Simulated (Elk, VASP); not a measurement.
A VASP calculation is set up with these files.

### INCAR
```
SYSTEM = GdN
PREC = Accurate; ENCUT = 400; LREAL = F
LASPH = T; ISYM = 0
EDIFF = 1E-6; NELM = 100; ALGO = Normal
LMAXMIX = 6
ISMEAR = -1; SIGMA = 0.01
GGA = PE; GGA_COMPAT = F
MAGMOM = 0.0 0.0 7.0 0.0 0.0 0.0
LSORBIT = T; LNONCOLLINEAR = T
ISIF = 2
LWAVE = F; LCHARG = F; LORBIT = 11
```

**KPOINTS**
```
Automatic
0
gamma
  6 6 6
```

POSCAR:
```
GdN
1
    0.0000000000     2.4339750000     2.4339750000
    2.4339750000     0.0000000000     2.4339750000
    2.4339750000     2.4339750000     0.0000000000
Gd N
1 1
Direct
  0.0000000000   0.0000000000   0.0000000000
  0.5000000000   0.5000000000   0.5000000000
```

POTCAR, in this order: Gd N (PBE.64 set). Program: vasp_ncl.

Translate it to Elk.

One input that does it (PBE, spin-orbit coupling in second variation, all-electron FP-LAPW, Elk's shipped species files, APW+lo basis with extra local orbitals):
```
tasks
  0

xctype
  20

spinpol
  .true.

spinorb
  .true.

reducebf
  0.8

rgkmax
  8.0

gmaxvr
  14.0

nxlo
  2

lorbcnd
  .true.

rmtscf
  0.94

lmaxi
  3

nempty
  12

swidth
  0.000367493

maxscl
  100

scale
  6.504740538

avec
    0.0000000000    0.7071067812    0.7071067812
    0.7071067812    0.0000000000    0.7071067812
    0.7071067812    0.7071067812    0.0000000000

atoms
  2
  'Gd.in'
  1
  0.0000000000  0.0000000000  0.0000000000    0.0 0.0 -1.75
  'N.in'
  1
  0.5000000000  0.5000000000  0.5000000000    0.0 0.0 0.0

ngridk
  6 6 6
```
Both are inputs of real runs that ended normally. What can't carry over is the choice of potentials or basis and its cut-off, and each code's defaults.

VASP also gives the stress here, which the Elk input doesn't ask for.

The structure is a typed GdN crystal (Fm-3m). The cell was not relaxed at this level, and it may have been scaled.
